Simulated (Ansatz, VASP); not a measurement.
# Cross-check of Hf (Hafnium) between VASP and Ansatz, part 2 of 2

One calculation is typed for both programs; each brings its own data sets. How far apart do they land? The cell is taken from a series of runs on this material, whose earlier steps may have relaxed, scaled, displaced or heated it; both programs get it as it stands.

VASP 6.6.1 and Ansatz 0.2.0.

So far: Starting point; VASP: zone-centre phonons, LDA.

## 3. Ansatz: zone-centre phonons, LDA

Level of this step: Ansatz beside VASP: Kohn-Sham DFT, plane waves, LDA (Ansatz).

Ansatz runs on its default PAW (the set named soft_2) files.

The same cell, functional (in two slightly different forms), mesh and smearing now go to Ansatz, which takes its cutoff from its data sets.

Contents of input.yaml:

```yaml
crystal:
  lattice:
    - [3.1188642592, 0.0, 0.0]
    - [-1.5594321296, 2.7010156794, 0.0]
    - [0.0, 0.0, 4.9437084595]
  atoms:
    - { symbol: Hf, position: [0.3333333333, 0.6666666667, 0.25] }
    - { symbol: Hf, position: [0.6666666667, 0.3333333333, 0.75] }
kpoints:
  mp_grid: { grid: [18, 18, 10] }
hamiltonian:
  xc: lda
scf:
  occupations: { method: methfessel_paxton, width: 0.2 }
output:
  eigenvalues: true
phonons:
  method: dfpt
```

Command:

```console
ansatz run input.yaml --threads 8 --pin off --max-ram 14336MiB --backend cpu --events-out ev --progress --plain --runs-dir out
```

Numbers of over 12 decimals in the logs are rounded to 6 here.

The program printed:

```text
zone centre: on kpoints.mp_grid the ground state, and the responses unless they are solved on pairs of k-points, stand on 546 of the mesh's 3240 k-points, reduced under 4 symmetry operations, with k and −k counted as one. Each operation leaves every solved displacement unchanged or reverses it
Engine: ansatz 0.2.0, x86_64-unknown-linux-gnu
Pseudopotentials: kind: paw
Pseudopotential: Hf, paw, valence charge 26, recommended cutoff 420 eV (normal), Hf.paw.azcp
Functional definition: SPW92
  exchange = slater_x
  correlation = pw_c
Crystal: 2 atoms, lattice volume = 41.646 Å³
Basis set: ecut = 420 eV, 809 PW (Γ), exchange–correlation on 48×48×72 points (8 copies of the dense FFT grid, shifted against one another)
Bands: 32, of which v1, the nominal top of the filled ones, is band 26 counted from 1 (25 counted from 0)
Symmetry: 24 space group operations
k-points: 546 of 3240 (irreducible under 4 space group operations, time reversal used)
Non-local potential: Hf, projectors of the file, l = 0: 3, l = 1: 2, l = 2: 2, l = 3: 3
PAW form: soft (Blöchl's): semilocal exchange-correlation on the pseudo side does not see the compensation charge
PAW frozen core: Hf, regenerated for the run's functional, and the local potential with it (the file was generated under x = pbe(κ = 0.804, μ = 0.219515), c = pbe(β = 0.066725))
PAW one-centre angular grid: Hf, 590 points (default); XC on 64 Gauss nodes
Initial density: superposition of atomic densities (neutral atoms: chi_scale 0, normalization atom), corrected by the library's trained network
Initial wavefunctions: pseudopotential atomic-orbital guess
Functional: x = slater, c = lda
SCF iter   1: F=—  HF=-30953.715364 eV  |F-HF|=—  |Δ(HF+E_count)|=         —  Δρ=4.38e-3  dr2=2.29e-3  ethr=1.77e-3  ⟨swp⟩=4.0  Hψ=56723  notcnv=0
preconditioner: auto → Kerker (q_TF=auto, 2.831 Å⁻¹)  [metal: Δε(μ)=0.017 eV  Ē_g=17.621 eV  σ=0.200 eV  W_gap=0.07  n_scr=22 (ndim 8)  ℏωp=39.9 eV  f_vac=0.000  D(μ)=1.53/eV (n_scr^D=10)]
SCF iter   2: F=—  HF=-30953.715215 eV  |F-HF|=—  |Δ(HF+E_count)|=   1.49e-4  S|Δr|=    0.00e0  Δρ=2.57e-3  dr2=8.74e-4  ethr=4.40e-6  ⟨swp⟩=2.0  Hψ=32307  notcnv=0
SCF iter   3: F=—  HF=-30953.715339 eV  |F-HF|=—  |Δ(HF+E_count)|=   1.24e-4  S|Δr|=    0.00e0  Δρ=1.03e-3  dr2=2.06e-4  ethr=1.68e-6  ⟨swp⟩=2.0  Hψ=24876  notcnv=0  defer=1
SCF iter   4: F=—  HF=-30953.715327 eV  |F-HF|=—  |Δ(HF+E_count)|=   1.19e-5  S|Δr|=    0.00e0  Δρ=2.03e-4  dr2=1.49e-5  ethr=3.96e-7  ⟨swp⟩=2.0  Hψ=26962  notcnv=0
SCF iter   5: F=—  HF=-30953.715321 eV  |F-HF|=—  |Δ(HF+E_count)|=   5.84e-6  S|Δr|=    0.00e0  Δρ=2.88e-5  dr2=3.86e-7  ethr=2.86e-8  ⟨swp⟩=2.0  Hψ=29850  notcnv=0
SCF iter   6: F=—  HF=-30953.715319 eV  |F-HF|=—  |Δ(HF+E_count)|=   2.04e-6  S|Δr|=    0.00e0  Δρ=9.26e-6  dr2=2.46e-8  ethr=7.43e-10  ⟨swp⟩=2.0  Hψ=31594  notcnv=0
SCF iter   7: F=—  HF=-30953.715319 eV  |F-HF|=—  |Δ(HF+E_count)|=   9.85e-9  S|Δr|=    0.00e0  Δρ=1.72e-6  dr2=1.01e-9  ethr=4.73e-11  ⟨swp⟩=2.0  Hψ=31419  notcnv=0
SCF iter   8: F=—  HF=-30953.715319 eV  |F-HF|=—  |Δ(HF+E_count)|=  8.62e-10  S|Δr|=    0.00e0  Δρ=7.44e-7  dr2=2.41e-10  ethr=1.95e-12  ⟨swp⟩=2.0  Hψ=30986  notcnv=0
SCF iter   9: F=-30953.715319 eV  HF=-30953.715319 eV  |F-HF|=3.64e-12  |Δ(HF+E_count)|=  1.96e-10  S|Δr|=    0.00e0  Δρ=1.12e-7  dr2=4.64e-12  ethr=1.00e-12  ⟨swp⟩=6.4  Hψ=101036  notcnv=0
SCF 1 converged in 9 iterations: F = -30953.715319 eV  dr2 = 4.64e-12
  greatest PAW one-centre occupation: 0.998 electrons in one spin orbital (limit 2), on the Hf atom at site 1 (counted from 0), in its partial waves of l = 3
DFPT response loops at Γ: preconditioner auto → Kerker (q_TF=auto, 2.831 Å⁻¹) (partly filled bands, converged f_vac=0.000); β = 1.00, the filter's whole step (`scf.mixing.beta` (0.50) is not read by the response loops under this deck's `scf.mixing.preconditioner`; to damp them name `kerker` or `kerker_dos`, under which they read `scf.mixing.beta`, and type it under 1.00, their step now; both keys bind the ground state too); Broyden in place of MSR1
SCF converged after 9 iterations
Stability not checked: this state was not tested for a lower state beside it, because cold or Methfessel-Paxton smearing, or corrected tetrahedra, fill the levels in a way that the test cannot read (fill_not_monotonic; see scf.lower_state_search)
Free energy (F): -30953.715319 eV
Harris-Foulkes:  -30953.715319 eV  (|F-HF|=3.64e-12)
Internal energy: -30953.718896 eV  (E = F + TS)
E sigma→0 (E₀):  -30953.716213 eV
Entropy (-TS):   0.003576 eV (1.788 meV/atom)
Fermi energy:    21.193124 eV
Step filling:    the computed levels leave a gap of 0.0000 eV = 0.0 smearing widths at the electron count; against every level under it full and every level over it empty, smearing changes F+E_penalty+E_count by +1.270 meV and its σ→0 estimate by +0.376 meV
--- Per-component energies (eV) ---
  E_band       = 144.302342
  E_kinetic    = 855.157166
  E_local      = -9787.154139  (includes V_loc(G=0)·N_el)
  E_nonlocal   = -2465.058598
  E_hartree    = 4626.271687
  E_xc         = -597.153369
  E_vxc        = -535.679283  (∫ρ·V_xc dr)
  E_paw        = -13373.130294  (= ΣΔE_a)
  E_vpaw       = 2824.493878  (= ΣTr[D̂ρ^β])
  E_aug_tail   = -0.000003  (compensation charges beyond the density's cutoff)
  E_ewald      = -10217.565831
  E_core_change = 4.914485  (= ΣΔE_core)
  E_smearing   = 0.003576  (= −TS)
  E_closure    = -0.000000  (closes the sum)
  Σ components = -30953.715319   (vs F -30953.715319, Δ=0.00e0)
--- Band table (eV; the first three rows and the last of 546) ---
  k-point 0: bands = [... 22 lower, 13.5922, 17.2255, 22.2014, 22.2960, 22.2960, 22.5807, 23.1838, 23.1838, ... 2 higher]
  k-point 1: bands = [... 22 lower, 13.6931, 17.1935, 22.0291, 22.2346, 22.2346, 22.4956, 23.0992, 23.0992, ... 2 higher]
  k-point 2: bands = [... 22 lower, 13.9877, 17.0696, 21.6416, 22.1225, 22.1225, 22.2593, 22.8844, 22.8844, ... 2 higher]
  k-point 545: bands = [... 22 lower, 18.3336, 18.3336, 20.3525, 20.3525, 21.0987, 21.0987, 23.4501, 23.4501, ... 2 higher]
--- Phonons (Γ-DFPT): 2 representative perturbations + reference, on 546 of 3240 k-points (Σ response iterations 6) ---
  k mesh reduced under 4 symmetry operations, with k and −k counted as one. Each operation leaves every solved displacement unchanged or reverses it
  ASR residual: 1.366e-5 → 0.000e0 eV/Å²; symmetrization residual: 2.869e-12 eV/Å²
  ASR residual per site (eV/Å²): 1.37e-5 1.37e-5
  Γ frequencies (cm⁻¹): 0.00 0.00 0.00 73.88 73.88 109.44
  non-analytic LO–TO correction: not included (Born effective charges unavailable; polar crystals: no LO–TO splitting at Γ)
```

Reading the cycles: dr2 is the Hartree energy of the density residual (eV), the measure of convergence; HF is the Harris–Foulkes estimate of the energy, which meets the free energy F at convergence.

## 4. Side by side

Known differences besides the potentials themselves: the two LDA forms differ slightly; the data sets hold 52 valence electrons in Ansatz (on its default PAW (the set named soft_2) files) and 20 in VASP; the cutoff is 420 eV in Ansatz and 500 eV in VASP; VASP's log shows a relativistic correction to its local exchange, Ansatz's none. Total energies have different zeros and are not compared.

Compared:

```csv
quantity,Ansatz,VASP,difference
optical mode 1 to 2 (cm⁻¹),73.9,73.2,+0.94 %
optical mode 3 (cm⁻¹),109.4,109.9,-0.39 %
```

Modes are paired by rising frequency, not by their patterns, so a pair may set unlike modes beside each other; they are those without the splitting of longitudinal modes.

## 5. Results

| Item | Value |
| --- | --- |
| r.m.s. difference of the optical zone-centre modes, each program's sorted by frequency (zone-centre phonons, LDA) | 0.62 cm⁻¹ |
| difference in optical mode 1 to 2 (zone-centre phonons, LDA) | +0.9 % |

The r.m.s. difference of the optical zone-centre modes, each program's sorted by frequency is 0.62 cm⁻¹ (zone-centre phonons, LDA). The data sets hold unlike numbers of valence electrons (52 in Ansatz and 20 in VASP), so part of the differences comes from the potentials. Among the rows given in per cent, the largest difference of the zone-centre phonons, LDA pair is in optical mode 1 to 2, +0.9 %. Such differences can come from data sets, numerical settings and the points named under the comparisons, not from the functional's error against experiment.

[Lines on the potential files, build, host, timing and source positions are cut from VASP's logs without a mark.]

[Logs are printed without paths, hosts, clocks, repeated set-up lines and the standing remarks that a program may print on its own settings, such as how far it seeks lower states.]

[Hosts, paths, dates, database ids (printed as entryN), source tags and the programs' standing remarks are cut or masked in the printed files.]
